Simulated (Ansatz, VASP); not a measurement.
**Two plane-wave programs on Na4Sb**

The input INCAR:

```
  PREC = Accurate
  ENCUT = 600
  EDIFF = 1E-6
  ISMEAR = 0
  SIGMA = 0.1
  LREAL = F
  LASPH = T
  NELM = 100
  ALGO = Normal
  ISIF = 3
  LWAVE = F
  LCHARG = F
  GGA = PE
  IBRION = 2
  NSW = 100
  EDIFFG = -0.01
```

KPOINTS

```
Automatic mesh
0
Gamma
  8 8 8
```

The input POSCAR:

```
Na4Sb
1.0
   -3.6357034355      3.6357034355      3.6357034355
    3.6357034355     -3.6357034355      3.6357034355
    3.6357034355      3.6357034355     -3.6357034355
Na Sb
4 1
Direct
    0.5000000000      0.5000000000      0.5000000000
    0.0000000000      0.0000000000      0.5000000000
    0.0000000000      0.5000000000      0.0000000000
    0.5000000000      0.0000000000      0.0000000000
    0.0000000000      0.0000000000      0.0000000000
```

Input for Ansatz:

```yaml
crystal:
  lattice:
    - [-3.6357034355, 3.6357034355, 3.6357034355]
    - [3.6357034355, -3.6357034355, 3.6357034355]
    - [3.6357034355, 3.6357034355, -3.6357034355]
  atoms:
    - { symbol: Na, position: [0.5, 0.5, 0.5] }
    - { symbol: Na, position: [0.0, 0.0, 0.5] }
    - { symbol: Na, position: [0.0, 0.5, 0.0] }
    - { symbol: Na, position: [0.5, 0.0, 0.0] }
    - { symbol: Sb, position: [0.0, 0.0, 0.0] }
basis:
  ecutwfc: 420
kpoints:
  mp_grid: { grid: [8, 8, 8] }
hamiltonian:
  xc: pbe
scf:
  occupations: { method: gaussian, width: 0.1 }
output:
  forces: true
  stress: true
  eigenvalues: true
  write_density: true
  write_potential: true
  elf: true
  volumetric_format: npy
relax:
  adjacent_minimum: "off"
  f_tol: 0.01
  max_steps: 80
  cell: { stress_tol: 0.05 }
```

Alike in both runs: task relaxation of cell and atoms; functional PBE; k mesh 8 × 8 × 8; occupations gaussian, width 0.1 eV; no spin polarisation.

|  | VASP | Ansatz |
| --- | --- | --- |
| version | VASP 6.6.1 | Ansatz 0.2.0 |
| potentials or method | VASP PAW PBE potentials, release 64 (Na_pv, Sb) | scalar-relativistic, plane waves, PAW |
| plane-wave cutoff (eV) | 600 | 420 |
| valence electrons in the cell | 33 | 51 |

```csv
,VASP,Ansatz,Ansatz less VASP
"gap on the k mesh at the Fermi level, each at its own relaxed structure (eV)",none,none,-
relaxed volume (Å³/atom),38.56,38.52,-0.038
relaxed cell length with the largest relative difference (Å),6.303,6.301,-0.0020
```

A gap of «none» marks a metal or a gap that the smearing closes. The two sets of potentials don't hold the same shells in valence.

The runs have no spin-orbit coupling, so splittings on Sb are missing.
